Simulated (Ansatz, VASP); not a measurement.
**Two plane-wave programs on TeAs2**

INCAR

```
SYSTEM = TeAs2
PREC = Accurate ; ENCUT = 520
EDIFF = 1E-7 ; ISMEAR = 0
SIGMA = 0.1 ; LREAL = .FALSE.
LASPH = .TRUE. ; NELM = 60
ALGO = Normal ; ISIF = 2
LWAVE = .FALSE. ; LCHARG = .FALSE.
GGA = PE ; NBANDS = 25
```

KPOINTS

```
Automatic mesh
0
G
  4 4 4
  0 0 0
```

The input POSCAR:

```
TeAs2
1.0
   -3.5564540000      3.5564540000      2.9405160000
    3.5564540000     -3.5564540000      2.9405160000
    3.5564540000      3.5564540000     -2.9405160000
Te As
2 4
Direct
    0.7500000000      0.2500000000      0.5000000000
    0.0000000000      0.0000000000      0.0000000000
    0.3750000000      0.6250000000      0.2500000000
    0.3750000000      0.1250000000      0.7500000000
    0.3750000000      0.6250000000      0.7500000000
    0.8750000000      0.6250000000      0.2500000000
```

Input for Ansatz:

```yaml
crystal:
  lattice:
    - [-3.556454, 3.556454, 2.940516]
    - [3.556454, -3.556454, 2.940516]
    - [3.556454, 3.556454, -2.940516]
  atoms:
    - { symbol: Te, position: [0.75, 0.25, 0.5] }
    - { symbol: Te, position: [0.0, 0.0, 0.0] }
    - { symbol: As, position: [0.375, 0.625, 0.25] }
    - { symbol: As, position: [0.375, 0.125, 0.75] }
    - { symbol: As, position: [0.375, 0.625, 0.75] }
    - { symbol: As, position: [0.875, 0.625, 0.25] }
basis:
  ecutwfc: 420
kpoints:
  mp_grid: { grid: [4, 4, 4] }
hamiltonian:
  xc: pbe
scf:
  occupations: { method: gaussian, width: 0.1 }
output:
  forces: true
  stress: true
  eigenvalues: true
```

The cell comes from a database or a generator and needn't be the stable form of this composition.

Alike in both runs: task single point; functional PBE; k mesh 4 × 4 × 4; occupations gaussian, width 0.1 eV; no spin polarisation.

|  | VASP | Ansatz |
| --- | --- | --- |
| version | VASP 6.6.1 | Ansatz 0.2.0 |
| potentials or method | VASP PAW PBE potentials, release 64 (Te, As) | scalar-relativistic, plane waves, PAW |
| plane-wave cutoff (eV) | 520 | 420 |
| valence electrons in the cell | 32 | 92 |

```tsv
	VASP	Ansatz	Ansatz less VASP
gap on the k mesh at the Fermi level (eV)	none	none	-
pressure (GPa)	-1.4	-1.4	-0.02
largest component of the traceless stress (GPa)	0.61	0.63	+0.017
```

A gap of «none» marks a metal or a gap that the smearing closes. With one functional, cell and mesh, what is left measures potentials, basis and numerics. The two sets of potentials don't hold the same shells in valence.

Spin-orbit coupling is left out, which matters for the levels of Te.
